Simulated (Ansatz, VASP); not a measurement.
# TiTeS: VASP beside Ansatz, part 2 of 2

Aim: how closely do two programs agree when they are given the same cell, functional and k mesh? The cell is taken from a series of runs on this material, whose earlier steps may have relaxed, scaled, displaced or heated it; both programs get it as it stands.

VASP 6.6.1 and Ansatz 0.2.0.

So far: The starting structure; Ansatz: zone-centre phonons, PBEsol.

### 3. VASP: zone-centre phonons, PBEsol

Level of this step: PBEsol, no spin polarisation; plane waves and PAW (Ti_sv, S, Te) (VASP).

The same cell, functional, mesh and smearing now go to VASP, with its own data sets.

Lines of VASP's logs that name or quote its potential files are left out, and so is its time.

INCAR reads:

```
SYSTEM = TiTeS
PREC = Accurate
ENCUT = 500
EDIFF = 1E-08
NELM = 120
ISMEAR = 1
SIGMA = 0.2
LREAL = .FALSE.
ALGO = Normal
GGA = PS
NBANDS = 18
LASPH = .TRUE.
LORBIT = 11
LWAVE = .FALSE.
LCHARG = .FALSE.
ISIF = 2
IBRION = 8
GGA_COMPAT = .FALSE.
NELMDL = -8
KPAR = 2
```

POSCAR reads:

```
TiTeS
1.0
    3.6614404801      0.0000000000      0.0000000000
   -1.8307202400      3.0489427598      0.0000000000
    0.0000000000      0.0000000000     30.0000000000
Ti S Te
1 1 1
Direct
    0.9986011134      0.9972022267      0.3398141040
    0.3372427165      0.6744854329      0.3793032529
    0.6641561702      0.3283123403      0.2775493100
```

KPOINTS reads:

```
Automatic mesh
0
Gamma
15 15 1
0 0 0
```

The projector-augmented-wave data sets are Ti_sv, S and Te (PBE family, release 64).

Launch:

```sh
mpirun -np 2 vasp_std
```

Numbers of over 12 decimals in the logs are rounded to 6 here.

The program printed:

```text
[banner, memory and clock lines left out]
running    2 mpi-ranks, on    1 nodes
 distrk:  each k-point on    1 cores,    2 groups
 distr:  one band on    1 cores,    1 groups

 POSCAR found type information on POSCAR TiS Te
 POSCAR found :  3 types and       3 ions
|                                                                             |
|               ----> ADVICE to this user running VASP <----                  |
|                                                                             |
|     You enforced a specific xc type in the INCAR file but a different       |
|     [... a line on the potential file left out ...]
|     I HOPE YOU KNOW WHAT YOU ARE DOING!                                     |
|                                                                             |

 LDA part: xc-table for (Slater+PW92), standard interpolation
 POSCAR, INCAR and KPOINTS ok, starting setup
 FFT: planning ... GRIDC
 FFT: planning ... GRID_SOFT
 FFT: planning ... GRID
 WAVECAR not read
 entering main loop
       N       E                     dE             d eps       ncg     rms          rms(c)
DAV:   1     0.163148491564E+03    0.16315E+03   -0.10228E+04  2824   0.955E+02
DAV:   2     0.222639391946E+01   -0.16092E+03   -0.15756E+03  3056   0.233E+02
DAV:   3    -0.210028986523E+02   -0.23229E+02   -0.23124E+02  4068   0.813E+01
DAV:   4    -0.221142260617E+02   -0.11113E+01   -0.11073E+01  3226   0.178E+01
DAV:   5    -0.222120407371E+02   -0.97815E-01   -0.97779E-01  3662   0.420E+00
DAV:   6    -0.222128879780E+02   -0.84724E-03   -0.84719E-03  3272   0.518E-01
DAV:   7    -0.222129193034E+02   -0.31325E-04   -0.31325E-04  3656   0.853E-02
DAV:   8    -0.222129195572E+02   -0.25384E-06   -0.25386E-06  3296   0.880E-03    0.137E+01
DAV:   9    -0.210119194672E+02    0.12010E+01   -0.36974E+01  3068   0.432E+01    0.122E+01
DAV:  10    -0.197664115610E+02    0.12455E+01   -0.27035E+01  3200   0.350E+01    0.630E+00
DAV:  11    -0.193093537598E+02    0.45706E+00   -0.22961E+00  2666   0.111E+01    0.206E+00
DAV:  12    -0.193315425575E+02   -0.22189E-01   -0.44572E-01  3378   0.437E+00    0.170E+00
DAV:  13    -0.192990379561E+02    0.32505E-01   -0.24342E-01  3006   0.372E+00    0.677E-01
DAV:  14    -0.192993506051E+02   -0.31265E-03   -0.19644E-02  2644   0.114E+00    0.417E-01
[...]
DAV:  27    -0.192985280845E+02   -0.17135E-05   -0.37767E-08  2746   0.946E-04    0.580E-04
DAV:  28    -0.192985296487E+02   -0.15642E-05   -0.19064E-08  2382   0.426E-04    0.629E-04
DAV:  29    -0.192985311503E+02   -0.15016E-05   -0.40989E-08  2610   0.107E-03    0.105E-04
DAV:  30    -0.192985314457E+02   -0.29540E-06   -0.20405E-09  2210   0.244E-04    0.721E-05
DAV:  31    -0.192985315835E+02   -0.13771E-06   -0.97335E-10  2102   0.139E-04    0.491E-05
DAV:  32    -0.192985316137E+02   -0.30208E-07    0.17863E-10  1800   0.649E-05    0.394E-05
DAV:  33    -0.192985316290E+02   -0.15290E-07    0.14604E-10  1546   0.802E-05    0.145E-05
DAV:  34    -0.192985316329E+02   -0.39568E-08    0.29507E-10  1434   0.325E-05
   1 F= -.19298532E+02 E0= -.19300384E+02  d E =0.555694E-02
 Linear response reoptimize wavefunctions to high precision
DAV:   1    -0.192985316344E+02   -0.14688E-08    0.31060E-10  1852   0.137E-05
DAV:   2    -0.192985316344E+02   -0.25466E-10    0.31695E-10  1394   0.577E-06
 Linear response DOF=           9
 Linear response progress:
  Degree of freedom:   1/  9
       N       E                     dE             d eps       ncg     rms          rms(c)
RMM:   1    -0.720566111779E+00   -0.72057E+00    0.12252E+01  4071   0.135E+02
RMM:   2    -0.684213284213E+00    0.36353E-01   -0.41824E-01  7240   0.520E+00    0.223E-01
RMM:   3    -0.681381443848E+00    0.28318E-02   -0.24898E-02  8191   0.111E+00    0.114E-01
[...]
RMM:  12    -0.103457143980E+00    0.90340E-07   -0.98020E-07 11140   0.472E-04    0.510E-05
RMM:  13    -0.103457069701E+00    0.74279E-07   -0.70804E-07 10894   0.272E-04    0.159E-05
RMM:  14    -0.103457116393E+00   -0.46692E-07   -0.53443E-07 11176   0.149E-04    0.889E-06
RMM:  15    -0.103457152120E+00   -0.35727E-07   -0.14232E-07 10998   0.845E-05    0.245E-06
RMM:  16    -0.103457173804E+00   -0.21684E-07   -0.99752E-08 11087   0.455E-05    0.887E-07
RMM:  17    -0.103457174492E+00   -0.68767E-09   -0.32256E-08 10948   0.262E-05    0.111E-06
 first order change of Fermi-energy  -0.78149E-03
 force on displaced ion       2 direction 1 :  -5.360   0.016   0.001
 Linear response progress:
  Degree of freedom:   5/  9
       N       E                     dE             d eps       ncg     rms          rms(c)
RMM:   1    -0.120591297681E+00   -0.12059E+00   -0.17397E-01  5714   0.202E+00
RMM:   2    -0.100946570039E+00    0.19645E-01   -0.12689E-02  4687   0.640E-01    0.122E-01
RMM:   3    -0.101563312250E+00   -0.61674E-03   -0.14381E-03  4889   0.211E-01    0.570E-02
RMM:   4    -0.102021878093E+00   -0.45857E-03   -0.55839E-04  5152   0.107E-01    0.292E-02
RMM:   5    -0.102140167928E+00   -0.11829E-03   -0.12799E-04  5024   0.663E-02    0.230E-02
RMM:   6    -0.102218584546E+00   -0.78417E-04   -0.37658E-05  5009   0.381E-02    0.744E-03
RMM:   7    -0.102184264269E+00    0.34320E-04   -0.15866E-05  5977   0.193E-02    0.267E-03
[...]
RMM:   9    -0.143084634064E+00   -0.55377E-05    0.96613E-07  5883   0.516E-03    0.125E-03
RMM:  10    -0.143084527637E+00    0.10643E-06    0.53619E-06  5785   0.279E-03    0.302E-04
RMM:  11    -0.143083044693E+00    0.14829E-05    0.41131E-06  5875   0.132E-03    0.191E-04
RMM:  12    -0.143081565155E+00    0.14795E-05   -0.24226E-07  5486   0.848E-04    0.182E-04
RMM:  13    -0.143081457324E+00    0.10783E-06    0.58257E-07  5585   0.548E-04    0.138E-04
RMM:  14    -0.143080549892E+00    0.90743E-06    0.48523E-07  5178   0.526E-04    0.774E-05
RMM:  15    -0.143080534135E+00    0.15757E-07    0.10529E-06  5509   0.229E-04    0.359E-05
RMM:  16    -0.143080403144E+00    0.13099E-06    0.52514E-07  5491   0.163E-04    0.235E-05
RMM:  17    -0.143080402479E+00    0.66488E-09    0.37664E-07  5907   0.848E-05    0.204E-05
RMM:  18    -0.143080411617E+00   -0.91383E-08    0.21261E-07  5513   0.582E-05    0.963E-06
RMM:  19    -0.143080398007E+00    0.13611E-07    0.13251E-07  5420   0.408E-05    0.688E-06
RMM:  20    -0.143080403491E+00   -0.54843E-08    0.65896E-08  5838   0.218E-05    0.188E-06
 first order change of Fermi-energy  -0.15078E+01
 force on displaced ion       2 direction 3 :  -0.000  -0.325  -7.724
 Linear response progress:
  Degree of freedom:   7/  9
       N       E                     dE             d eps       ncg     rms          rms(c)
RMM:   1    -0.411264255495E-01   -0.41126E-01   -0.58549E-03  9733   0.908E-01
RMM:   2    -0.391097984682E-01    0.20166E-02   -0.36343E-03  8327   0.296E-01    0.691E-02
RMM:   3    -0.392684639112E-01   -0.15867E-03   -0.77930E-04  9419   0.108E-01    0.413E-02
RMM:   4    -0.393199804136E-01   -0.51517E-04   -0.12515E-04 10013   0.407E-02    0.286E-02
RMM:   5    -0.394138739699E-01   -0.93894E-04   -0.29452E-05  8865   0.277E-02    0.326E-03
RMM:   6    -0.394098494724E-01    0.40245E-05   -0.10279E-05  9667   0.127E-02    0.264E-03
RMM:   7    -0.394080750529E-01    0.17744E-05   -0.24297E-06  9579   0.676E-03    0.173E-03
RMM:   8    -0.394060937286E-01    0.19813E-05   -0.39452E-08  9955   0.346E-03    0.526E-04
RMM:   9    -0.394058191460E-01    0.27458E-06   -0.13379E-06 10816   0.170E-03    0.212E-04
RMM:  10    -0.394058005928E-01    0.18553E-07    0.98293E-07 10883   0.774E-04    0.986E-05
RMM:  11    -0.394058618191E-01   -0.61226E-07   -0.30030E-07 10882   0.412E-04    0.350E-05
RMM:  12    -0.394058607231E-01    0.10960E-08    0.46421E-07 10898   0.225E-04    0.147E-05
RMM:  13    -0.394058813603E-01   -0.20637E-07   -0.13411E-07 10975   0.126E-04    0.695E-06
RMM:  14    -0.394058880721E-01   -0.67118E-08    0.15831E-07 10907   0.699E-05    0.261E-06
RMM:  15    -0.394058877524E-01    0.31968E-09   -0.46624E-08 10840   0.393E-05    0.225E-06
 first order change of Fermi-energy  -0.80707E-03
 force on displaced ion       3 direction 1 :  -2.480   0.003  -0.000
 Linear response progress:
  Degree of freedom:   8/  9
       N       E                     dE             d eps       ncg     rms          rms(c)
RMM:   1    -0.402666423815E-01   -0.40267E-01   -0.94832E-03  5533   0.912E-01
RMM:   2    -0.381191898931E-01    0.21475E-02   -0.35414E-03  4790   0.293E-01    0.671E-02
RMM:   3    -0.382685645062E-01   -0.14937E-03   -0.69275E-04  5274   0.106E-01    0.394E-02
RMM:   4    -0.383199279794E-01   -0.51363E-04   -0.12889E-04  5369   0.451E-02    0.279E-02
RMM:   5    -0.383777283842E-01   -0.57800E-04   -0.39015E-05  4737   0.401E-02    0.238E-02
RMM:   6    -0.384063818195E-01   -0.28653E-04   -0.15976E-05  4597   0.315E-02    0.292E-03
RMM:   7    -0.384003521165E-01    0.60297E-05   -0.62772E-06  5857   0.123E-02    0.167E-03
RMM:   8    -0.383968347111E-01    0.35174E-05   -0.17118E-06  5970   0.472E-03    0.641E-04
RMM:   9    -0.383966471625E-01    0.18755E-06   -0.15816E-06  6068   0.206E-03    0.387E-04
RMM:  10    -0.383966335591E-01    0.13603E-07   -0.28076E-07  6037   0.101E-03    0.227E-04
RMM:  11    -0.383966335544E-01    0.47174E-11    0.48942E-07  5926   0.588E-04    0.472E-05
RMM:  12    -0.383966192585E-01    0.14296E-07    0.19286E-07  6140   0.313E-04    0.290E-05
RMM:  13    -0.383966474758E-01   -0.28217E-07    0.21578E-07  6185   0.170E-04    0.137E-05
RMM:  14    -0.383966602135E-01   -0.12738E-07    0.13564E-07  6208   0.951E-05    0.884E-06
RMM:  15    -0.383966570822E-01    0.31313E-08    0.78258E-08  6123   0.521E-05    0.329E-06
 first order change of Fermi-energy   0.56388E-01
 force on displaced ion       3 direction 2 :  -0.000  -2.584  -0.267
 Linear response progress:
  Degree of freedom:   9/  9
       N       E                     dE             d eps       ncg     rms          rms(c)
RMM:   1    -0.870332431624E-01   -0.87033E-01    0.17988E-02  5491   0.116E+00
RMM:   2    -0.844366475698E-01    0.25966E-02   -0.48972E-03  4806   0.344E-01    0.110E-01
RMM:   3    -0.845558890186E-01   -0.11924E-03   -0.89647E-04  4729   0.174E-01    0.900E-02
RMM:   4    -0.845641698332E-01   -0.82808E-05   -0.32595E-04  4815   0.126E-01    0.620E-02
RMM:   5    -0.845654017699E-01   -0.12319E-05   -0.97930E-05  4781   0.655E-02    0.483E-02
RMM:   6    -0.846137095796E-01   -0.48308E-04   -0.50140E-05  4741   0.545E-02    0.119E-02
RMM:   7    -0.846142383399E-01   -0.52876E-06   -0.23340E-05  5654   0.262E-02    0.784E-03
RMM:   8    -0.846163117167E-01   -0.20734E-05   -0.50067E-06  6051   0.123E-02    0.388E-03
RMM:   9    -0.846162576962E-01    0.54021E-07   -0.46472E-06  5681   0.656E-03    0.253E-03
RMM:  10    -0.846175421566E-01   -0.12845E-05   -0.17496E-06  6038   0.338E-03    0.141E-03
RMM:  11    -0.846188149522E-01   -0.12728E-05   -0.21468E-06  5646   0.207E-03    0.580E-04
RMM:  12    -0.846197017940E-01   -0.88684E-06   -0.82173E-07  5510   0.117E-03    0.264E-04
RMM:  13    -0.846201608869E-01   -0.45909E-06   -0.56118E-07  6018   0.634E-04    0.238E-04
RMM:  14    -0.846209020259E-01   -0.74114E-06   -0.37168E-07  5558   0.375E-04    0.183E-04
RMM:  15    -0.846209837538E-01   -0.81728E-07   -0.57062E-07  5389   0.299E-04    0.761E-05
RMM:  16    -0.846211436993E-01   -0.15995E-06   -0.37302E-07  5581   0.150E-04    0.384E-05
RMM:  17    -0.846212244718E-01   -0.80772E-07   -0.27685E-07  5717   0.922E-05    0.259E-05
RMM:  18    -0.846212293700E-01   -0.48982E-08   -0.18007E-07  5539   0.654E-05    0.439E-06
RMM:  19    -0.846212206200E-01    0.87501E-08   -0.46771E-08  5623   0.399E-05    0.106E-05
 first order change of Fermi-energy  -0.69710E+00
 force on displaced ion       3 direction 3 :  -0.000  -0.284  -8.499
 Linear response finished
```

OUTCAR, selected parts (step 3):

```text
ion  position               nearest neighbor table
   1  0.999  0.997  0.340-   2 2.38   2 2.39   2 2.39   3 2.77   3 2.80   3 2.80
   2  0.337  0.674  0.379-   1 2.38   1 2.39   1 2.39
   3  0.664  0.328  0.278-   1 2.77   1 2.80   1 2.80

  LATTYP: Found a base centered orthorhombic cell.
 ALAT       =     3.6614404801
 B/A-ratio  =     1.6654334688
 C/A-ratio  =     8.1934965659

 Subroutine GETGRP returns: Found  2 space group operations
 (whereof  2 operations were pure point group operations)

The static configuration has the point symmetry C_1h.

 Found     64 irreducible k-points:

   k-points           NKPTS =     64   k-points in BZ     NKDIM =     64   number of bands    NBANDS=     18

   dimension x,y,z NGX =    28 NGY =   28 NGZ =  224
   dimension x,y,z NGXF=    56 NGYF=   56 NGZF=  448

   ENCUT  =  500.0 eV  36.75 Ry    6.06 a.u.   6.68  6.48 54.70*2*pi/ulx,y,z

   NELECT =      24.0000    total number of electrons

 k-points in reciprocal lattice and weights: Automatic mesh
   0.00000000  0.00000000  0.00000000       0.004
   0.06666667  0.00000000  0.00000000       0.018
   0.13333333 -0.00000000  0.00000000       0.018
   0.20000000  0.00000000  0.00000000       0.018
   0.26666667 -0.00000000  0.00000000       0.018
   0.33333333 -0.00000000  0.00000000       0.018
   0.40000000  0.00000000  0.00000000       0.018
   0.46666667 -0.00000000  0.00000000       0.018
   0.00000000  0.06666667  0.00000000       0.009
[...]
0.00000000  0.46666667  0.00000000       0.009
   0.06666667  0.46666667  0.00000000       0.009

 average (electrostatic) potential at core
       1 -84.1126       2 -94.3045       3 -96.5982

  Total       -1.4919348     -0.3827777      0.0438604     -0.0000000      0.0015505      0.0000000
  in kB       -7.1373652     -1.8311954      0.2098265     -0.0000000      0.0074177      0.0000000
  external PRESSURE =      -2.9195781 kB  Pullay stress =       0.0000000 kB

  energy-cutoff  :      500.00
  volume of cell :      334.91
      direct lattice vectors                 reciprocal lattice vectors
     3.661440480  0.000000000  0.000000000     0.273116552  0.163991272  0.000000000
    -1.830720240  3.048942760  0.000000000     0.000000000  0.327982543  0.000000000
     0.000000000  0.000000000 30.000000000     0.000000000  0.000000000  0.033333333

 POSITION                                       TOTAL-FORCE (eV/Angst)
 -----------------------------------------------------------------------------------
      1.83072      3.04041     10.19442         0.000000      0.000149      0.004027
      0.00000      2.05647     11.37910         0.000000      0.000382      0.018589
      1.83072      1.00101      8.32648        -0.000000     -0.000531     -0.022616
 -----------------------------------------------------------------------------------
    total drift:                               -0.000000      0.000194     -0.000419

 Eigenvectors and eigenvalues of the dynamical matrix
 ----------------------------------------------------

   1 f  =   10.554686 THz    66.317048 2PiTHz  352.066429 cm-1    43.650654 meV
             X         Y         Z           dx          dy          dz
      1.830720  3.040413 10.194423     0.000000    0.075242    0.768633
      0.000000  2.056467 11.379098    -0.000000   -0.079006   -0.607936
      1.830720  1.001006  8.326479    -0.000000   -0.006385   -0.166353

   2 f  =    7.715202 THz    48.476045 2PiTHz  257.351445 cm-1    31.907498 meV
             X         Y         Z           dx          dy          dz
      1.830720  3.040413 10.194423     0.594054    0.000000   -0.000000
      0.000000  2.056467 11.379098    -0.803489   -0.000000    0.000000
      1.830720  1.001006  8.326479     0.038781    0.000000    0.000000

   3 f  =    7.645457 THz    48.037822 2PiTHz  255.024987 cm-1    31.619054 meV
             X         Y         Z           dx          dy          dz
      1.830720  3.040413 10.194423    -0.000000    0.589624   -0.078506
      0.000000  2.056467 11.379098     0.000000   -0.799360    0.074184
      1.830720  1.001006  8.326479    -0.000000    0.039748    0.010960

   4 f  =    6.079266 THz    38.197152 2PiTHz  202.782470 cm-1    25.141811 meV
             X         Y         Z           dx          dy          dz
      1.830720  3.040413 10.194423    -0.000000   -0.021604   -0.413739
      0.000000  2.056467 11.379098    -0.000000   -0.029367   -0.685657
      1.830720  1.001006  8.326479     0.000000    0.027730    0.597157

   5 f  =    3.550092 THz    22.305888 2PiTHz  118.418335 cm-1    14.681996 meV
             X         Y         Z           dx          dy          dz
      1.830720  3.040413 10.194423    -0.000000   -0.644714    0.031743
      0.000000  2.056467 11.379098    -0.000000   -0.446466    0.019858
      1.830720  1.001006  8.326479     0.000000    0.618673   -0.029216

   6 f  =    3.483178 THz    21.885452 2PiTHz  116.186306 cm-1    14.405260 meV
             X         Y         Z           dx          dy          dz
      1.830720  3.040413 10.194423     0.645009   -0.000000    0.000000
      0.000000  2.056467 11.379098     0.446966   -0.000000    0.000000
      1.830720  1.001006  8.326479    -0.619826    0.000000   -0.000000

   7 f/i=    0.001638 THz     0.010289 2PiTHz    0.054623 cm-1     0.006772 meV
             X         Y         Z           dx          dy          dz
      1.830720  3.040413 10.194423     0.000000    0.424578    0.224370
      0.000000  2.056467 11.379098     0.000000    0.347666    0.183499
      1.830720  1.001006  8.326479     0.000000    0.693245    0.366414

   8 f/i=    0.001903 THz     0.011959 2PiTHz    0.063488 cm-1     0.007872 meV
             X         Y         Z           dx          dy          dz
      1.830720  3.040413 10.194423     0.480690   -0.000000   -0.000000
      0.000000  2.056467 11.379098     0.393225   -0.000000   -0.000000
      1.830720  1.001006  8.326479     0.783780   -0.000000   -0.000000

   9 f/i=    0.002513 THz     0.015787 2PiTHz    0.083813 cm-1     0.010391 meV
             X         Y         Z           dx          dy          dz
      1.830720  3.040413 10.194423     0.000000   -0.224260    0.424865
      0.000000  2.056467 11.379098     0.000000   -0.183617    0.347447
      1.830720  1.001006  8.326479     0.000000   -0.366423    0.693179

 ELASTIC MODULI CONTR FROM IONIC RELAXATION (kBar)
 Direction    XX          YY          ZZ          XY          YZ          ZX
 --------------------------------------------------------------------------------
 XX         -89.5594    -52.7052   -108.7971     -0.0000     35.0842      0.0000
 YY         -52.7052   -102.1944   -118.1326     -0.0000    -47.1476     -0.0000
 ZZ        -108.7971   -118.1326   -214.7005     -0.0000     -5.5338     -0.0000
 XY          -0.0000     -0.0000     -0.0000    -16.9945     -0.0000     37.5504
 YZ          35.0842    -47.1476     -5.5338     -0.0000   -114.4461     -0.0000
 ZX           0.0000     -0.0000     -0.0000     37.5504     -0.0000    -90.4594
 --------------------------------------------------------------------------------
```

This run has no spin polarisation, so a moment on Ti, if there is one, isn't seen.

### 4. Comparison

Known differences besides the potentials themselves: Ansatz cuts the interaction across the vacuum, VASP repeats the sheet without a dipole correction; the data sets hold 34 valence electrons in Ansatz (on its PAW soft_1 files) and 24 in VASP; the cutoff is 420 eV in Ansatz and 500 eV in VASP; Ansatz makes its cores anew for this functional, VASP keeps those of its PBE data sets. Total energies have different zeros and are not compared.

Compared:

```
             quantity  Ansatz   VASP  difference
optical mode 1 (cm⁻¹)   116.0  116.2     -0.13 %
optical mode 2 (cm⁻¹)   118.3  118.4     -0.10 %
optical mode 3 (cm⁻¹)   202.8  202.8     -0.01 %
optical mode 4 (cm⁻¹)   254.4  255.0     -0.25 %
optical mode 5 (cm⁻¹)   256.6  257.4     -0.30 %
optical mode 6 (cm⁻¹)   351.8  352.1     -0.08 %
```

Modes are paired by rising frequency, not by their patterns, so a pair may set unlike modes beside each other; they are those without the splitting of longitudinal modes. Where the cell holds vacuum, a pressure given here is an average over it and none of the material.

### 5. What came out

```json
{
  "r.m.s. difference of the optical zone-centre modes, each program's sorted by frequency (zone-centre phonons, PBEsol)": "0.43 cm⁻¹"
}
```

What this shows: The r.m.s. difference of the optical zone-centre modes, each program's sorted by frequency is 0.43 cm⁻¹ (zone-centre phonons, PBEsol). The data sets hold unlike numbers of valence electrons (34 in Ansatz and 24 in VASP), so part of the differences may come from the potentials. Such differences can come from data sets, numerical settings and the points named under the comparisons, not from the functional's error against experiment.

[Lines on the potential files, build, host, timing and source positions are cut from VASP's logs without a mark.]

[Logs are printed without paths, hosts, clocks, repeated set-up lines and the standing remarks that a program may print on its own settings, such as how far it seeks lower states.]

[Hosts, paths, dates, database ids (printed as entryN), source tags and the programs' standing remarks are cut or masked in the printed files.]
